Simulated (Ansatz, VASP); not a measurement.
# Cross-check of PPd2 between VASP and Ansatz

Aim: how closely do two programs agree when they are given the same cell, functional and k mesh? The cell is generated by rule, not measured, and may not be a known phase. The cell is taken from a series of VASP runs on this material, whose earlier steps may have relaxed, scaled or displaced it; both programs get it as it stands.

Main program and level: Ansatz 0.2.0; plane waves, with VASP 6.6.1 beside it; single point at PBE.

### 1. The structure

It takes space group P6/mmm (No. 191, hexagonal). The conventional cell has a = 4.510 Å, b = 4.510 Å, c = 2.678 Å, α = 90.00°, β = 90.00°, γ = 120.00°. P has 6 Pd at 2.60 Å and 2 P at 2.68 Å nearest. Pd has 5 Pd at 2.60 to 2.68 Å and 3 P at 2.60 Å nearest. Farther neighbours are not listed.

Structure file:

```cif
data_structure
_symmetry_space_group_name_H-M 'P6/mmm'
_symmetry_Int_Tables_number 191
_cell_length_a 4.5096
_cell_length_b 4.5096
_cell_length_c 2.6785
_cell_angle_alpha 90.000
_cell_angle_beta 90.000
_cell_angle_gamma 120.000
_cell_volume 47.17
loop_
_atom_site_label
_atom_site_type_symbol
_atom_site_symmetry_multiplicity
_atom_site_Wyckoff_symbol
_atom_site_fract_x
_atom_site_fract_y
_atom_site_fract_z
_atom_site_occupancy
P1 P 1 a 0.00000 0.00000 0.00000 1
Pd1 Pd 2 c 0.33333 0.66667 0.00000 1
```

### 2. VASP: single point, PBE

With cell and atoms fixed, the geometry can't cause a difference; cores, projectors, grids and the points listed under the comparison can.

Lines of VASP's logs that name or quote its potential files are left out, and so is its time.

The input, INCAR:

```
SYSTEM = PPd2
PREC = Accurate
ENCUT = 400
EDIFF = 1E-06
NELM = 100
ISMEAR = -1
SIGMA = 0.05
LREAL = .FALSE.
ALGO = Normal
GGA = PE
NBANDS = 18
LORBIT = 11
LWAVE = .FALSE.
LCHARG = .FALSE.
ISIF = 2
```

The input, POSCAR:

```
PPd2
1.0
    4.5096053963     -0.0000000011      0.0000000000
   -2.2548027051      3.9054328298      0.0000000000
    0.0000000000      0.0000000000      2.6784903080
P Pd
1 2
Direct
    0.0000000000      0.0000000000      0.0000000000
    0.3333333300      0.6666666700      0.0000000000
    0.6666666700      0.3333333300      0.0000000000
```

The input, KPOINTS:

```
Automatic mesh
0
Gamma
6 6 8
0 0 0
```

The projector-augmented-wave data sets are P and Pd (PBE family, release 64).

On the command line:

```console
$ mpirun -np 1 vasp_std
```

Numbers of over 12 decimals in the logs are rounded to 6 here.

The log of the run:

```text
[banner, memory and clock lines left out]
running    1 mpi-ranks, on    1 nodes
 distrk:  each k-point on    1 cores,    1 groups
 distr:  one band on    1 cores,    1 groups

 POSCAR found type information on POSCAR P Pd
 POSCAR found :  2 types and       3 ions
 LDA part: xc-table for (Slater+PW92), standard interpolation
 POSCAR, INCAR and KPOINTS ok, starting setup
 FFT: planning ... GRIDC
 FFT: planning ... GRID_SOFT
 FFT: planning ... GRID
 WAVECAR not read
 entering main loop
       N       E                     dE             d eps       ncg     rms          rms(c)
DAV:   1     0.110157067069E+03    0.11016E+03   -0.10469E+04  1260   0.102E+03
DAV:   2    -0.127572917163E+02   -0.12291E+03   -0.11858E+03  1366   0.243E+02
DAV:   3    -0.160224598036E+02   -0.32652E+01   -0.32188E+01  1508   0.394E+01
DAV:   4    -0.160461090175E+02   -0.23649E-01   -0.23642E-01  1396   0.363E+00
DAV:   5    -0.160464636469E+02   -0.35463E-03   -0.35462E-03  1482   0.449E-01    0.111E+01
DAV:   6    -0.157907299261E+02    0.25573E+00   -0.13722E+00  1332   0.104E+01    0.621E+00
DAV:   7    -0.157306957983E+02    0.60034E-01   -0.27365E-01  1382   0.441E+00    0.359E+00
DAV:   8    -0.157139364814E+02    0.16759E-01   -0.85961E-02  1338   0.244E+00    0.500E-01
DAV:   9    -0.157127515490E+02    0.11849E-02   -0.58107E-03  1332   0.468E-01    0.153E-01
DAV:  10    -0.157126943905E+02    0.57158E-04   -0.74136E-04  1354   0.224E-01    0.523E-02
DAV:  11    -0.157126962105E+02   -0.18200E-05   -0.47618E-05  1362   0.538E-02    0.829E-03
DAV:  12    -0.157126947990E+02    0.14115E-05   -0.45141E-06  1366   0.154E-02    0.259E-03
DAV:  13    -0.157126949018E+02   -0.10278E-06   -0.31595E-07   724   0.436E-03
   1 F= -.15712695E+02 E0= -.15707439E+02  d E =-.105111E-01
```

Parts of OUTCAR (step 2):

```text
ion  position               nearest neighbor table
   1  0.000  0.000  0.000-   2 2.60   3 2.60   2 2.60   3 2.60   3 2.60   2 2.60
   2  0.333  0.667  0.000-   3 2.60   3 2.60   1 2.60   1 2.60   1 2.60   3 2.60
   3  0.667  0.333  0.000-   2 2.60   2 2.60   1 2.60   1 2.60   1 2.60   2 2.60

  LATTYP: Found a hexagonal cell.
 ALAT       =     4.5096053963
 C/A-ratio  =     0.5939522580

 Subroutine GETGRP returns: Found 24 space group operations
 (whereof 24 operations were pure point group operations)

The static configuration has the point symmetry D_6h.

 Found     35 irreducible k-points:

   k-points           NKPTS =     35   k-points in BZ     NKDIM =     35   number of bands    NBANDS=     18

   dimension x,y,z NGX =    30 NGY =   30 NGZ =   18
   dimension x,y,z NGXF=    60 NGYF=   60 NGZF=   36

   ENCUT  =  400.0 eV  29.40 Ry    5.42 a.u.   7.35  7.35  4.37*2*pi/ulx,y,z

   NELECT =      25.0000    total number of electrons

 k-points in reciprocal lattice and weights: Automatic mesh
   0.00000000  0.00000000  0.00000000       0.003
   0.16666667  0.00000000  0.00000000       0.021
   0.33333333 -0.00000000  0.00000000       0.021
   0.50000000  0.00000000  0.00000000       0.010
   0.16666667  0.16666667  0.00000000       0.021
   0.33333333  0.16666667  0.00000000       0.042
   0.33333333  0.33333333  0.00000000       0.007
   0.00000000  0.00000000  0.12500000       0.007
   0.16666667  0.00000000  0.12500000       0.042
[...]
0.33333333  0.16666667  0.50000000       0.042
   0.33333333  0.33333333  0.50000000       0.007

 average (electrostatic) potential at core
       1 -80.6482       2 -71.4631       3 -71.4631

 E-fermi :   8.8543

 k-point     1 :       0.0000    0.0000    0.0000
  band No.  band energies     occupation
    ...
      8       7.2057      2.00000
      9       7.2057      2.00000
     10       7.6168      2.00000
     11       8.1820      2.00000
     12       8.1820      2.00000
     13      11.0877      0.00000
     14      11.0877      0.00000
     15      12.2359      0.00000
     16      12.2359      0.00000
     17      13.6881      0.00000
    ...

 k-point     2 :       0.1667    0.0000    0.0000
  band No.  band energies     occupation
    ...
      8       7.1620      2.00000
      9       7.2262      2.00000
     10       8.1084      2.00000
     11       8.2292      1.99999
     12       8.3315      1.99994
     13       9.6265      0.00000
     14       9.6996      0.00000
     15      13.0244      0.00000
     16      13.8145      0.00000
     17      13.8518      0.00000
    ...

 k-point     3 :       0.3333   -0.0000    0.0000
  band No.  band energies     occupation
    ...
      9       7.2484      2.00000
     10       7.9607      2.00000
     11       7.9979      2.00000
     12       8.1298      2.00000
     13       8.3130      1.99996
     14      10.0713      0.00000
     15      13.9602      0.00000
     16      14.1442      0.00000
     17      16.0237      0.00000
     18      19.1137      0.00000

  Total        0.0306660      0.0306660      0.3452077     -0.0000000      0.0000000      0.0000000
  in kB        1.0415260      1.0415260     11.7244709     -0.0000000      0.0000000      0.0000000
  external PRESSURE =       4.6025076 kB  Pullay stress =       0.0000000 kB

  energy-cutoff  :      400.00
  volume of cell :       47.17
      direct lattice vectors                 reciprocal lattice vectors
     4.509605396 -0.000000001  0.000000000     0.221748892  0.128026783  0.000000000
    -2.254802705  3.905432830  0.000000000     0.000000000  0.256053565  0.000000000
     0.000000000  0.000000000  2.678490308     0.000000000  0.000000000  0.373344640

 POSITION                                       TOTAL-FORCE (eV/Angst)
 -----------------------------------------------------------------------------------
      0.00000      0.00000      0.00000         0.000000      0.000000      0.000000
     -0.00000      2.60362      0.00000         0.000000      0.000000     -0.000000
      2.25480      1.30181      0.00000        -0.000000     -0.000000      0.000000
 -----------------------------------------------------------------------------------
    total drift:                               -0.000000      0.000000     -0.000000

  FREE ENERGIE OF THE ION-ELECTRON SYSTEM (eV)
  ---------------------------------------------------
  free  energy   TOTEN  =       -15.7126949018 eV

  energy  without entropy=      -15.7021838437  energy(sigma->0) =      -15.70743937

 total charge
# of ion       s       p       d       tot
------------------------------------------
    1        1.081   1.232   0.000   2.313
    2        0.474   0.444   8.599   9.518
    3        0.474   0.444   8.599   9.518
--------------------------------------------------
tot          2.030   2.120  17.199  21.349

[... 3 further parts left out ...]
```

The run ends at a pressure of 0.46 GPa.

### 3. Ansatz: single point, PBE

Ansatz runs on its default PAW (the set named soft_2) files.

The same cell, functional, mesh and smearing now go to Ansatz, which takes its cutoff from its data sets.

The input, input.yaml:

```yaml
crystal:
  lattice:
    - [4.5096053963, -1.1e-09, 0.0]
    - [-2.2548027051, 3.9054328298, 0.0]
    - [0.0, 0.0, 2.678490308]
  atoms:
    - { symbol: P, position: [0.0, 0.0, 0.0] }
    - { symbol: Pd, position: [0.33333333, 0.66666667, 0.0] }
    - { symbol: Pd, position: [0.66666667, 0.33333333, 0.0] }
hamiltonian:
  xc: pbe
  pseudopotentials: { kind: paw }
kpoints:
  mp_grid: { grid: [6, 6, 8] }
scf:
  occupations: { method: fermi_dirac, width: 0.05 }
  n_extra_bands: 4
output:
  forces: true
  stress: true
  eigenvalues: true
  write_density: true
  write_potential: true
  elf: true
  volumetric_format: npy
```

On the command line:

```console
$ ansatz run input.yaml --threads 2 --pin off --max-ram 4608MiB --backend cpu --events-out ev --progress --plain --runs-dir out
```

The log of the run:

```text
Warning: the atoms were moved onto the symmetric positions of the space group found under crystal.symmetry.tolerance 1.0e-5 (fractional; no operation is sought that the atoms, as they stand in a round, miss by more than twice it, and no atom is moved by as much as it), and the run uses the moved positions. Before a round's move an operation carried an atom to 4.51e-8 Å from where it should land, the largest such dist [...]
scf.n_extra_bands = 4 over 21 filled bands (N_el = 41.0): the run solves 25 bands
Engine: ansatz 0.2.0, aarch64-unknown-linux-gnu
Pseudopotentials: kind: paw
Pseudopotential: P, paw, valence charge 5, recommended cutoff 420 eV (normal), P.paw.azcp
Pseudopotential: Pd, paw, valence charge 18, recommended cutoff 420 eV (normal), Pd.paw.azcp
Functional definition: PBE
  parameter kappa = 0.804
  parameter beta = 0.066725
  exchange = pbe_x(kappa = kappa, mu = beta*pi^2/3)
  correlation = pbe_c(beta = beta)
Crystal: 3 atoms, lattice volume = 47.173 Å³
Basis set: ecut = 420 eV, 927 PW (Γ), exchange–correlation on 64×64×36 points (8 copies of the dense FFT grid, shifted against one another)
Bands: 25, of which v1, the nominal top of the filled ones, is band 21 counted from 1 (20 counted from 0)
Symmetry: 24 space group operations
Space group: P6/mmm (ITA 191), of the structure as read, at distance tolerance 3.6e-5 Å
k-points: 35 of 288
Non-local potential: P, projectors of the file, l = 0: 2, l = 1: 2, l = 2: 2
Non-local potential: Pd, projectors of the file, l = 0: 2, l = 1: 2, l = 2: 2, l = 3: 1
PAW form: soft (Blöchl's): semilocal exchange-correlation on the pseudo side does not see the compensation charge
PAW one-centre angular grid: P, 110 points (default); XC on 64 Gauss nodes
PAW one-centre angular grid: Pd, 590 points (default); XC on 64 Gauss nodes
Initial density: superposition of atomic densities (neutral atoms: chi_scale 0, normalization atom), corrected by the library's trained network
Initial wavefunctions: pseudopotential atomic-orbital guess
Functional: x = pbe(κ = 0.804, μ = 0.219515), c = pbe(β = 0.066725)
SCF iter   1: F=—  HF=-14701.299847 eV  |F-HF|=—  |Δ(HF+E_count)|=         —  Δρ=9.92e-3  dr2=6.89e-2  ethr=1.77e-3  ⟨swp⟩=6.1  Hψ=4025  notcnv=0
preconditioner: auto → none  [insulator: Δε(μ)=0.132 eV  Ē_g=7.613 eV  σ=0.050 eV  W_gap=0.54  n_scr=8 (ndim 8)  ℏωp=27.0 eV  f_vac=0.000  D(μ)=1.24/eV (n_scr^D=6)  ε∞_Penn≈13.6]
SCF iter   2: F=—  HF=-14701.287681 eV  |F-HF|=—  |Δ(HF+E_count)|=   1.22e-2  Δρ=3.00e-3  dr2=7.35e-3  ethr=1.68e-4  ⟨swp⟩=2.0  Hψ=1294  notcnv=0  defer=5
SCF iter   3: F=—  HF=-14701.286288 eV  |F-HF|=—  |Δ(HF+E_count)|=   1.39e-3  Δρ=6.76e-4  dr2=2.15e-4  ethr=1.79e-5  ⟨swp⟩=2.1  Hψ=1046  notcnv=0  defer=5
SCF iter   4: F=—  HF=-14701.286264 eV  |F-HF|=—  |Δ(HF+E_count)|=   2.40e-5  Δρ=1.76e-4  dr2=5.41e-6  ethr=5.24e-7  ⟨swp⟩=2.0  Hψ=1217  notcnv=0  defer=5
SCF iter   5: F=—  HF=-14701.286231 eV  |F-HF|=—  |Δ(HF+E_count)|=   3.32e-5  Δρ=2.57e-5  dr2=1.40e-7  ethr=1.32e-8  ⟨swp⟩=2.2  Hψ=1393  notcnv=0  defer=5
SCF iter   6: F=-14701.286231 eV  HF=-14701.286231 eV  |F-HF|=2.88e-9  |Δ(HF+E_count)|=   1.60e-7  Δρ=3.29e-6  dr2=1.71e-9  ethr=2.44e-10  ⟨swp⟩=10.6  Hψ=5901  notcnv=0
SCF 1 converged in 6 iterations: F = -14701.286231 eV  dr2 = 1.71e-9
  greatest PAW one-centre occupation: 0.999 electrons in one spin orbital (limit 2), on the Pd atom at site 2 (counted from 0), in its partial waves of l = 0
SCF converged after 6 iterations
Free energy (F): -14701.286231 eV
Harris-Foulkes:  -14701.286231 eV  (|F-HF|=2.88e-9)
Internal energy: -14701.275735 eV  (E = F + TS)
E sigma→0 (E₀):  -14701.280983 eV
Entropy (-TS):   -0.010496 eV (-3.499 meV/atom)
Fermi energy:    15.553549 eV
--- Per-component energies (eV) ---
  E_band       = -383.381200
  E_kinetic    = 1099.259238
  E_local      = -4746.791460  (includes V_loc(G=0)·N_el)
  E_nonlocal   = 468.284150
  E_hartree    = 1974.138233
  E_xc         = -398.619243
  E_vxc        = -483.862719  (∫ρ·V_xc dr)
  E_paw        = -8071.042936  (= ΣΔE_a)
  E_vpaw       = -668.547508  (= ΣTr[D̂ρ^β])
  E_aug_tail   = 0.000385  (compensation charges beyond the density's cutoff)
  E_ewald      = -5026.504102
  E_smearing   = -0.010496  (= −TS)
  E_closure    = -0.000000  (closes the sum)
  Σ components = -14701.286231   (vs F -14701.286231, Δ=0.00e0)
--- Forces (eV/Å), atoms counted from 1 ---
  atom   1  P      0.00000000     0.00000000     0.00000000
  atom   2  Pd     0.00000000    -0.00000000     0.00000000
  atom   3  Pd     0.00000000     0.00000000    -0.00000000
  max |Σ_I F_I| component: 9.25e-18 eV/Å
--- Stress (GPa, compression-positive) ---
        0.603490      -0.000000       0.000000
       -0.000000       0.603490       0.000000
        0.000000       0.000000       1.602372
  P = ⅓ Tr σ = 0.9365 GPa (9.365 kbar)
--- Band table (eV; the first three rows and the last of 35) ---
  k-point 0: bands = [... 17 lower, 14.3201, 14.8700, 14.8700, 17.7906, 17.7906, 18.9293, 18.9293, 20.3928]
  k-point 1: bands = [... 17 lower, 14.5438, 14.6087, 14.6087, 17.9104, 17.9104, 18.3994, 19.5225, 19.5225]
  k-point 2: bands = [... 17 lower, 14.0012, 14.0012, 15.3779, 15.6565, 18.2366, 18.2366, 20.8133, 20.8133]
  k-point 34: bands = [... 17 lower, 13.2567, 13.7989, 15.2107, 17.2826, 17.2826, 19.1162, 19.1162, 25.6903]
```

The job ended after 3 s (2 threads of Arm Neoverse N1, shared host; peak memory 0.32 GiB; 5.4 s of CPU time).

The column dr2 measures how far the density is from self-consistency, as an energy; F and HF (Harris–Foulkes) agree once it is small.

The run ends at a pressure of 0.94 GPa.

### 4. Differences

Known differences besides the potentials themselves: the data sets hold 41 valence electrons in Ansatz (default PAW (the set named soft_2) files) and 25 in VASP; the cutoff is 420 eV in Ansatz and 400 eV in VASP; VASP leaves aspherical gradient terms in its spheres out (LASPH is not set), Ansatz keeps them. Total energies have different zeros and are not compared.

Both answers:

| quantity | Ansatz | VASP | difference |
| --- | --- | --- | --- |
| pressure (GPa) | 0.94 | 0.46 | +0.48 |
| pressure without Ansatz's Pulay correction (GPa) | 0.88 | 0.46 | +0.42 |

Ansatz's pressure holds a Pulay correction of 0.05 GPa; VASP's holds none.

### 5. What came out

- difference in pressure (single point, PBE): 0.48 GPa

What this shows: The difference in pressure is 0.48 GPa (single point, PBE), within the 1 GPa picked in this series as the mark of a large difference. Such differences can come from data sets, numerical settings and the points named under the comparisons, not from the functional's error against experiment.

[Lines on the potential files, build, host, timing and source positions are cut from VASP's logs without a mark.]

[Logs are printed without paths, hosts, clocks, repeated set-up lines and the standing remarks that a program may print on its own settings, such as how far it seeks lower states.]

[Hosts, paths, dates, database ids (printed as entryN), source tags and the programs' standing remarks are cut or masked in the printed files.]
